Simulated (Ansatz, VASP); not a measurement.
# MoS2 in two plane-wave programs, part 2 of 2

Aim: how closely do two programs agree when they are given the same cell, functional and k mesh? The cell is taken from a series of runs on this material, whose earlier steps may have relaxed, scaled, displaced or heated it; both programs get it as it stands.

VASP 6.6.1 and Ansatz 0.2.0.

So far: The structure; VASP: zone-centre phonons, PBE with D3(BJ).

## Step 3: Ansatz: zone-centre phonons, PBE with D3(BJ)

Level of this step: Ansatz beside VASP: Kohn-Sham DFT, plane waves, PBE with D3(BJ) (Ansatz).

Ansatz runs on its PAW soft_1 files.

The same cell, functional and mesh now go to Ansatz, which takes its cutoff from its data sets.

Input file input.yaml:

```yaml
crystal:
  lattice:
    - [3.1281432034, 0.0, 0.0]
    - [-1.5640716017, 2.7090514808, 0.0]
    - [0.0, 0.0, 11.7642152539]
  atoms:
    - { symbol: S, position: [0.3333333333, 0.6666666667, 0.6167591289] }
    - { symbol: S, position: [0.6666666667, 0.3333333333, 0.1167591289] }
    - { symbol: S, position: [0.3333333333, 0.6666666667, 0.8832408711] }
    - { symbol: S, position: [0.6666666667, 0.3333333333, 0.3832408711] }
    - { symbol: Mo, position: [0.3333333333, 0.6666666667, 0.25] }
    - { symbol: Mo, position: [0.6666666667, 0.3333333333, 0.75] }
kpoints:
  mp_grid: { grid: [12, 12, 4] }
hamiltonian:
  xc: pbe
  dispersion: d3bj
  pseudopotentials: { kind: paw, azcp: { folder: soft_1 } }
scf:
  occupations: { method: fixed }
output:
  eigenvalues: true
phonons:
  method: dfpt
  dielectric: true
  rigid_motions: translations
```

Launch:

```sh
$ ansatz run input.yaml --threads 4 --pin off --max-ram 16384MiB --backend cpu --events-out ev --progress --plain --runs-dir out
```

Numbers of over 12 decimals in the logs are rounded to 6 here.

The log of the run:

```text
Engine: ansatz 0.2.0, aarch64-unknown-linux-gnu
Pseudopotentials: kind: paw
Pseudopotential: S, paw, valence charge 6, recommended cutoff 420 eV (normal), soft_1/S.paw.azcp
Pseudopotential: Mo, paw, valence charge 14, recommended cutoff 420 eV (normal), soft_1/Mo.paw.azcp
Functional definition: PBE
  parameter kappa = 0.804
  parameter beta = 0.066725
  exchange = pbe_x(kappa = kappa, mu = beta*pi^2/3)
  correlation = pbe_c(beta = beta)
Crystal: 6 atoms, lattice volume = 99.694 Å³
Basis set: ecut = 420 eV, 1923 PW (Γ), exchange–correlation on 48×48×160 points (8 copies of the dense FFT grid, shifted against one another)
Bands: 32, of which v1, the nominal top of the filled ones, is band 26 counted from 1 (25 counted from 0)
Symmetry: 24 space group operations
k-points: 164 of 576 (irreducible under 2 space group operations, time reversal used)
Non-local potential: S, projectors of the file, l = 0: 2, l = 1: 2, l = 2: 1
Non-local potential: Mo, projectors of the file, l = 0: 3, l = 1: 2, l = 2: 2, l = 3: 1
PAW form: soft (Blöchl's): semilocal exchange-correlation on the pseudo side does not see the compensation charge
PAW one-centre angular grid: S, 110 points (default); XC on 64 Gauss nodes
PAW one-centre angular grid: Mo, 590 points (default); XC on 64 Gauss nodes
Initial density: superposition of atomic densities (chi_scale 0.1, normalization cell, long waves kept (reshape's long-wave potential 0.06 eV rms))
Initial wavefunctions: pseudopotential atomic-orbital guess
Functional: x = pbe(κ = 0.804, μ = 0.219515), c = pbe(β = 0.066725)
SCF iter   1: F=—  HF=-13529.642565 eV  |F-HF|=—  |Δ(HF+E_count)|=         —  Δρ=6.17e-2  dr2=4.78e0  ethr=3.10e-3  ⟨swp⟩=5.2  Hψ=22880  notcnv=0  defer=458
preconditioner: auto → Resta (q_TF=auto, 2.448 Å⁻¹)  ε∞=8.2  [insulator: Δε(μ)=0.472 eV  Ē_g=8.316 eV  n_scr=26 (ndim 8)  ℏωp=22.3 eV  f_vac=0.000  ε∞_Penn≈8.2]
SCF iter   2: F=—  HF=-13528.511980 eV  |F-HF|=—  |Δ(HF+E_count)|=    1.13e0  Δρ=2.74e-2  dr2=1.72e0  ethr=3.10e-3  ⟨swp⟩=3.6  Hψ=11702  notcnv=0  defer=378
SCF iter   3: F=—  HF=-13528.211287 eV  |F-HF|=—  |Δ(HF+E_count)|=   3.01e-1  Δρ=1.52e-2  dr2=3.17e-1  ethr=3.10e-3  ⟨swp⟩=2.3  Hψ=7040  notcnv=0  defer=485
SCF iter   4: F=—  HF=-13528.136270 eV  |F-HF|=—  |Δ(HF+E_count)|=   7.50e-2  Δρ=3.00e-3  dr2=1.52e-2  ethr=6.09e-4  ⟨swp⟩=2.8  Hψ=8752  notcnv=0  defer=614
SCF iter   5: F=—  HF=-13528.137711 eV  |F-HF|=—  |Δ(HF+E_count)|=   1.44e-3  Δρ=8.68e-4  dr2=1.08e-3  ethr=2.93e-5  ⟨swp⟩=2.6  Hψ=8334  notcnv=0  defer=652
SCF iter   6: F=—  HF=-13528.138209 eV  |F-HF|=—  |Δ(HF+E_count)|=   4.98e-4  Δρ=3.36e-4  dr2=1.44e-4  ethr=2.07e-6  ⟨swp⟩=2.4  Hψ=9778  notcnv=0  defer=654
SCF iter   7: F=—  HF=-13528.138213 eV  |F-HF|=—  |Δ(HF+E_count)|=   4.45e-6  Δρ=4.23e-5  dr2=2.14e-6  ethr=2.77e-7  ⟨swp⟩=2.0  Hψ=7433  notcnv=0  defer=626
SCF iter   8: F=—  HF=-13528.138217 eV  |F-HF|=—  |Δ(HF+E_count)|=   3.88e-6  Δρ=1.07e-5  dr2=1.21e-7  ethr=4.12e-9  ⟨swp⟩=3.3  Hψ=12524  notcnv=0  defer=520
SCF iter   9: F=—  HF=-13528.138217 eV  |F-HF|=—  |Δ(HF+E_count)|=   9.44e-8  Δρ=1.76e-6  dr2=3.36e-9  ethr=2.32e-10  ⟨swp⟩=2.0  Hψ=7898  notcnv=0  defer=520
SCF iter  10: F=—  HF=-13528.138217 eV  |F-HF|=—  |Δ(HF+E_count)|=   3.23e-9  Δρ=5.14e-7  dr2=3.82e-10  ethr=6.47e-12  ⟨swp⟩=3.2  Hψ=11943  notcnv=0  defer=521
SCF iter  11: F=-13528.138217 eV  HF=-13528.138217 eV  |F-HF|=1.27e-11  |Δ(HF+E_count)|=  9.09e-12  Δρ=1.41e-7  dr2=2.59e-11  ethr=1.00e-12  ⟨swp⟩=15.4  Hψ=38438  notcnv=0
SCF 1 converged in 11 iterations: F = -13528.138217 eV  dr2 = 2.59e-11
  greatest PAW one-centre occupation: 0.999 electrons in one spin orbital (limit 2), on the Mo atom at site 5 (counted from 0), in its partial waves of l = 0
DFPT response loops at Γ: preconditioner auto → Resta (q_TF=auto, 2.448 Å⁻¹)  ε∞=9.9 (no band partly filled); β = 1.00, the filter's whole step (`scf.mixing.beta` (0.50) is not read by the response loops at its default; to damp them type it under 1.00, their step now; it binds the ground state too); Broyden in place of MSR1
── the response to a field inside a basis, on 12×12×4 k-points: an SCF that follows is theirs, and a resumed run solves both again ──
Bands: 27, of which v1, the nominal top of the filled ones, is band 26 counted from 1 (25 counted from 0)
k-points: 84 of 576 (irreducible under 8 space group operations)
Initial density: handed on by an earlier stage of this run
Initial wavefunctions: pseudopotential atomic-orbital guess (no wavefunctions were taken with the density)
Eigensolver: Dense (84 Hₖ)
SCF iter   1: F=—  HF=-13528.084138 eV  |F-HF|=—  |Δ(HF+E_count)|=         —  Δρ=2.33e-4  dr2=1.14e-5  ethr=1.00e-1
preconditioner: auto → Resta (q_TF=auto, 2.448 Å⁻¹)  ε∞=10.6  [insulator: Δε(μ)=0.737 eV  Ē_g=7.210 eV  n_scr=26 (ndim 8)  ℏωp=22.3 eV  f_vac=0.004  ε∞_Penn≈10.6]
SCF iter   2: F=—  HF=-13528.084148 eV  |F-HF|=—  |Δ(HF+E_count)|=   9.09e-6  Δρ=1.27e-4  dr2=3.71e-6  ethr=2.19e-8
SCF iter   3: F=-13528.084152 eV  HF=-13528.084152 eV  |F-HF|=1.74e-8  |Δ(HF+E_count)|=   4.10e-6  Δρ=8.31e-6  dr2=7.55e-8  ethr=7.13e-9
SCF 1 converged in 3 iterations: F = -13528.084152 eV  dr2 = 7.55e-8
DFPT response loops at Γ: preconditioner auto → Resta (q_TF=auto, 2.448 Å⁻¹)  ε∞=9.0 (no band partly filled); β = 1.00, the filter's whole step (`scf.mixing.beta` (0.50) is not read by the response loops at its default; to damp them type it under 1.00, their step now; it binds the ground state too); Broyden in place of MSR1
SCF converged after 11 iterations
Free energy (F): -13528.138217 eV
Harris-Foulkes:  -13528.138217 eV  (|F-HF|=1.27e-11)
Internal energy: -13528.138217 eV  (E = F + TS)
E sigma→0 (E₀):  -13528.138217 eV
Fermi energy:    12.263744 eV
--- Per-component energies (eV) ---
  E_band       = -252.368229
  E_kinetic    = 1273.702526
  E_local      = -3527.647568  (includes V_loc(G=0)·N_el)
  E_nonlocal   = 434.171317
  E_hartree    = 1349.593795
  E_xc         = -710.988056
  E_vxc        = -774.366986  (∫ρ·V_xc dr)
  E_paw        = -8857.507045  (= ΣΔE_a)
  E_vpaw       = -357.415181  (= ΣTr[D̂ρ^β])
  E_aug_tail   = 0.000085  (compensation charges beyond the density's cutoff)
  E_ewald      = -3486.723018
  E_disp       = -2.740252  (pairwise vdW)
  E_smearing   = -0.000000  (= −TS)
  E_closure    = 0.000000  (closes the sum)
  Σ components = -13528.138217   (vs F -13528.138217, Δ=0.00e0)
--- Band table (eV; the first three rows and the last of 164) ---
  k-point 0: bands = [... 22 lower, 10.0311, 10.7840, 11.2983, 12.2637, 14.2733, 14.2733, 14.3228, 14.3228, ... 2 higher]
  k-point 1: bands = [... 22 lower, 10.0179, 10.2473, 11.6615, 12.2048, 14.2707, 14.2707, 14.2870, 14.2870, ... 2 higher]
  k-point 2: bands = [... 22 lower, 9.9862, 9.9862, 12.0129, 12.0129, 14.2699, 14.2699, 14.2699, 14.2699, ... 2 higher]
  k-point 163: bands = [... 22 lower, 9.6763, 9.6763, 10.9047, 10.9047, 13.6196, 13.6196, 14.2789, 14.2789, ... 2 higher]
--- Phonons (Γ-DFPT): 4 representative perturbations + reference, on 164 of 576 k-points (Σ response iterations 12) ---
  k mesh reduced under 2 symmetry operations, with k and −k counted as one. Each operation leaves every solved perturbation unchanged. A smaller set is not considered because the run solves the response to a homogeneous field
  ASR residual: 1.151e-4 → 0.000e0 eV/Å²; symmetrization residual: 4.356e-6 eV/Å²
  pairwise dispersion correction: d3bj (s6 = 1.0, s8 = 0.7875, a1 = 0.4289, a2_bohr = 4.4407), with the weights of each atom's references fixed at the reference crystal's, and the forces and stress that the weights' published response gives there kept as a pressure on the atom's counted neighbours (hamiltonian.dispersion)
  ASR residual per site (eV/Å²): 3.12e-5 3.12e-5 3.12e-5 3.12e-5 1.15e-4 1.15e-4
  Γ frequencies (cm⁻¹): 0.00 0.00 0.00 44.59 44.59 80.98 284.55 284.55 289.47 289.47 384.31 384.31 384.93 384.93 405.47 419.01 467.88 475.73
  ε∞ (high-frequency dielectric tensor):
       15.986385     0.000000     0.000000
        0.000000    15.986385     0.000000
        0.000000     0.000000     8.317107
  ε⁰ (static dielectric tensor: ions relaxed, cell fixed):
       16.179571    -0.000000     0.000000
       -0.000000    16.179571    -0.000000
        0.000000    -0.000000     8.408685
  ε⁰ − ε∞ (ionic part):
        0.193187    -0.000000     0.000000
       -0.000000     0.193187    -0.000000
        0.000000    -0.000000     0.091578
  softest optical mode at Γ: 44.59 cm⁻¹; the repairs (sum rule, projections) moved no ω² at Γ by more than (1.00 cm⁻¹)²
  Born effective charges Z* (e; rows j = field, columns β = displacement):
    site 0:
         0.52785   -0.00000    0.00000
        -0.00000    0.52785    0.00000
         0.00000   -0.00000    0.44175
    site 1:
         0.52785   -0.00000   -0.00000
        -0.00000    0.52785    0.00000
        -0.00000   -0.00000    0.44175
    site 2:
         0.52785   -0.00000    0.00000
         0.00000    0.52785    0.00000
        -0.00000    0.00000    0.44175
    site 3:
         0.52785   -0.00000   -0.00000
         0.00000    0.52785   -0.00000
        -0.00000    0.00000    0.44175
    site 4:
        -1.05570    0.00000   -0.00000
        -0.00000   -1.05570    0.00000
         0.00000    0.00000   -0.88350
    site 5:
[...]
Z* charge neutrality: 5.206e-3 e pre-enforcement
  solved inside a basis spanned on kpoints, on 12×12×4 k-points, its susceptibility summed on 16×16×4: ε∞ is read to err by 7.3e-2, Z* by 1.8e-2 e (field_mesh: kpoints solves on kpoints); Z* is corrected for what the basis lacks
  optical modes at Γ without the LO–TO term, one row a degenerate level:
      ω (cm⁻¹)  modes    IR ((D/Å)²/amu)
[...]
optical modes at Γ + LO–TO along q̂ = [1.0000, 0.0000, 0.0000]:
      ω (cm⁻¹)  modes    IR ((D/Å)²/amu)
[...]
optical modes at Γ + LO–TO along q̂ = [0.0000, 1.0000, 0.0000]:
      ω (cm⁻¹)  modes    IR ((D/Å)²/amu)
[...]
optical modes at Γ + LO–TO along q̂ = [0.0000, 0.0000, 1.0000]:
      ω (cm⁻¹)  modes    IR ((D/Å)²/amu)
[...]
284.55      2             0.0000
        289.47      2             0.0000
        384.31      2             0.0000
        384.93      2             2.6759
        405.47      1             0.0000
        419.01      1             0.0000
        470.45      1             0.9371
        475.73      1             0.0000
```

Reading the cycles: dr2 is the Hartree energy of the density residual (eV), the measure of convergence; HF is the Harris–Foulkes estimate of the energy, which meets the free energy F at convergence.

## Step 4: Side by side

Known differences besides the potentials themselves: fixed occupations in Ansatz, narrow Gaussian smearing in VASP; the cutoff is 420 eV in Ansatz and 500 eV in VASP; Ansatz takes the dispersion share of the force constants at frozen C6 weights, VASP differentiates the full forces; VASP uses finite displacements, Ansatz perturbation theory. Total energies have different zeros and are not compared.

Both answers:

| quantity | Ansatz | VASP | difference |
| --- | --- | --- | --- |
| optical mode 1 to 2 (cm⁻¹) | 44.6 | 44.8 | -0.3 |
| optical mode 3 (cm⁻¹) | 81.0 | 81.7 | -0.87 % |
| optical mode 4 to 5 (cm⁻¹) | 284.6 | 283.9 | +0.22 % |
| optical mode 6 to 7 (cm⁻¹) | 289.5 | 288.9 | +0.19 % |
| optical mode 8 to 9 (cm⁻¹) | 384.3 | 383.7 | +0.15 % |
| optical mode 10 to 11 (cm⁻¹) | 384.9 | 384.3 | +0.15 % |
| optical mode 12 (cm⁻¹) | 405.5 | 404.6 | +0.21 % |
| optical mode 13 (cm⁻¹) | 419.0 | 418.4 | +0.16 % |
| optical mode 14 (cm⁻¹) | 467.9 | 467.5 | +0.08 % |
| optical mode 15 (cm⁻¹) | 475.7 | 475.3 | +0.10 % |

Modes are paired by rising frequency, not by their patterns, so a pair may set unlike modes beside each other; they are those without the splitting of longitudinal modes.

## Step 5: What came out

- r.m.s. difference of the optical zone-centre modes, each program's sorted by frequency (zone-centre phonons, PBE with D3(BJ)): 0.57 cm⁻¹
- difference in optical mode 3 (zone-centre phonons, PBE with D3(BJ)): -0.9 %

In words: The r.m.s. difference of the optical zone-centre modes, each program's sorted by frequency is 0.57 cm⁻¹ (zone-centre phonons, PBE with D3(BJ)). Among the rows given in per cent, the largest difference of the zone-centre phonons, PBE with D3(BJ) pair is in optical mode 3, -0.9 %. Such differences can come from data sets, numerical settings and the points named under the comparisons, not from the functional's error against experiment.

[Lines on the potential files, build, host, timing and source positions are cut from VASP's logs without a mark.]

[Logs are printed without paths, hosts, clocks, repeated set-up lines and the standing remarks that a program may print on its own settings, such as how far it seeks lower states.]

[Hosts, paths, dates, database ids (printed as entryN), source tags and the programs' standing remarks are cut or masked in the printed files.]
